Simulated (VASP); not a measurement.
```xyz
4
Lattice="3.4553 0.0000 0.0000 0.0000 3.4553 0.0000 0.0000 0.0000 3.4553" Properties=species:S:1:pos:R:3 pbc="T T T"
Fe     0.0000     0.0000     0.0000
Ni     0.0000     1.7276     1.7276
Ni     1.7276     0.0000     1.7276
Ni     1.7276     1.7276     0.0000
```
Starting moments (μB, in the order of the record's atoms Fe Ni Ni Ni): 2.9 0.7 0.7 0.7.

Computed with revTPSS meta-GGA, VASP's PBE PAW potentials (set 64) (plane waves; VASP). Numerical set-up: 520 eV cut-off, 9×9×9 Γ-centred mesh, first-order Methfessel-Paxton smearing of 0.10 eV, potentials Fe Ni.

Problem. Give the stress tensor in GPa (positive for a compressed cell).

Solution. 
```
7.20  0.00  0.00
0.00  7.20  0.00
0.00  0.00  7.20
```
The pressure is its mean diagonal, 7.20 GPa.

The compound is Ni3Fe in the L1_2 structure. This cell is one point of a volume scan, at 0.97 of the reference volume.
